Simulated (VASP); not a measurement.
These are PBE GGA with spin-orbit coupling, VASP's PBE PAW potentials (set 64) (plane waves; VASP 6.6.1) values and carry that method's errors.

A VASP calculation is set up with these files.

File KPOINTS_OPT:
```
k-points along high-symmetry lines
8
Line-mode
Reciprocal
  0.000000   0.000000   0.000000 ! GAMMA
  0.000000   0.500000   0.000000 ! X

  0.000000   0.500000   0.000000 ! X
  0.500000   0.500000   0.000000 ! M

  0.500000   0.500000   0.000000 ! M
  0.000000   0.000000   0.000000 ! GAMMA

  0.000000   0.000000   0.000000 ! GAMMA
  0.500000   0.500000   0.500000 ! R

  0.500000   0.500000   0.500000 ! R
  0.000000   0.500000   0.000000 ! X

  0.500000   0.500000   0.500000 ! R
  0.500000   0.500000   0.000000 ! M
```

INCAR:
```
GGA_COMPAT=.False.
LCHARG=.False.
SIGMA=0.05   ! width (eV)
SYSTEM=CoGa
ALGO=Normal
EDIFF=1E-6
GGA=PE   ! PBE
LWAVE=.False.
LMAXMIX=4   ! l cut-off of mixed one-centre charges
LASPH=.True.   ! aspherical one-centre terms
ISMEAR=0   ! Gaussian
LSORBIT=.True.
PREC=Accurate
MAGMOM=0 0 0 0 0 0
NELM=100   ! most electronic steps
LREAL=.False.   ! projection in real space or not
ENCUT=400
```

File POSCAR:
```
CoGa
1
    2.8789744467    -0.0000000000    -0.0000000000
   -0.0000000000     2.8789744467    -0.0000000000
    0.0000000000     0.0000000000     2.8789744467
Ga Co
1 1
Direct
  0.5000000000   0.5000000000   0.5000000000
  0.0000000000   0.0000000000   0.0000000000
```

KPOINTS:
```
Automatic
0
gamma
11 11 11
0 0 0
```

POTCAR, in this order: Ga_d Co (PBE.64 set). Program: vasp_ncl.

The run wrote:

OSZICAR:
```
       N       E                     dE             d eps       ncg     rms          rms(c)
DAV:   1     0.136226817570E+03    0.13623E+03   -0.84644E+03  3688   0.228E+03
DAV:   2     0.341014060949E+01   -0.13282E+03   -0.12678E+03  3384   0.438E+02
DAV:   3    -0.111060491423E+02   -0.14516E+02   -0.14249E+02  3748   0.137E+02
DAV:   4    -0.114572313699E+02   -0.35118E+00   -0.35043E+00  3892   0.244E+01
DAV:   5    -0.114729664940E+02   -0.15735E-01   -0.15734E-01  5130   0.423E+00    0.959E+00
DAV:   6    -0.125268095744E+02   -0.10538E+01   -0.12458E+01  3864   0.636E+01    0.116E+01
DAV:   7    -0.105011620716E+02    0.20256E+01   -0.65320E+00  3726   0.493E+01    0.168E+00
DAV:   8    -0.105010229231E+02    0.13915E-03   -0.36285E-01  3876   0.593E+00    0.793E-01
DAV:   9    -0.104926118314E+02    0.84111E-02   -0.25472E-02  3948   0.312E+00    0.186E-01
DAV:  10    -0.104925262284E+02    0.85603E-04   -0.20295E-03  4010   0.557E-01    0.104E-01
DAV:  11    -0.104924567908E+02    0.69438E-04   -0.13042E-04  5382   0.166E-01    0.605E-02
DAV:  12    -0.104924452366E+02    0.11554E-04   -0.83629E-05  4218   0.170E-01    0.125E-02
DAV:  13    -0.104924441844E+02    0.10522E-05   -0.12646E-05  3514   0.568E-02    0.304E-03
DAV:  14    -0.104924441887E+02   -0.43278E-08   -0.47721E-07  2510   0.929E-03
   1 F= -.10492444E+02 E0= -.10491770E+02  d E =-.134867E-02  mag=     0.0000    -0.0000     0.0000
       N       E                     dE             ncg
```

OUTCAR:
```
------------------------ aborting loop because EDIFF is reached ----------------------------------------
  FORCE on cell =-STRESS in cart. coord.  units (eV):
  Direction    XX          YY          ZZ          XY          YZ          ZX
  --------------------------------------------------------------------------------------
  Total       -0.0017637     -0.0017637     -0.0017637     -0.0000000     -0.0000000      0.0000000
  in kB       -0.1184223     -0.1184223     -0.1184223     -0.0000000     -0.0000000      0.0000000
  external PRESSURE =      -0.1184223 kB  Pullay stress =       0.0000000 kB
  volume of cell :       23.86
      direct lattice vectors                 reciprocal lattice vectors
     2.878974447  0.000000000  0.000000000     0.347345910  0.000000000  0.000000000
     0.000000000  2.878974447  0.000000000     0.000000000  0.347345910  0.000000000
     0.000000000  0.000000000  2.878974447     0.000000000  0.000000000  0.347345910
 POSITION                                       TOTAL-FORCE (eV/Angst)
 -----------------------------------------------------------------------------------
      1.43949      1.43949      1.43949         0.000000      0.000000      0.000000
      0.00000      0.00000      0.00000         0.000000      0.000000      0.000000
 -----------------------------------------------------------------------------------
    total drift:                               -0.000000      0.000000      0.000000
  FREE ENERGIE OF THE ION-ELECTRON SYSTEM (eV)
  ---------------------------------------------------
  free  energy   TOTEN  =       -10.4924441887 eV

  energy  without entropy=      -10.4910955173  energy(sigma->0) =      -10.49176985

 Ion:    1  E_soc:     -0.0130820

 Ion:    2  E_soc:     -0.0165615
```
(Selected blocks of OUTCAR.)

The compound is CoGa in the CsCl type structure. It was relaxed first.
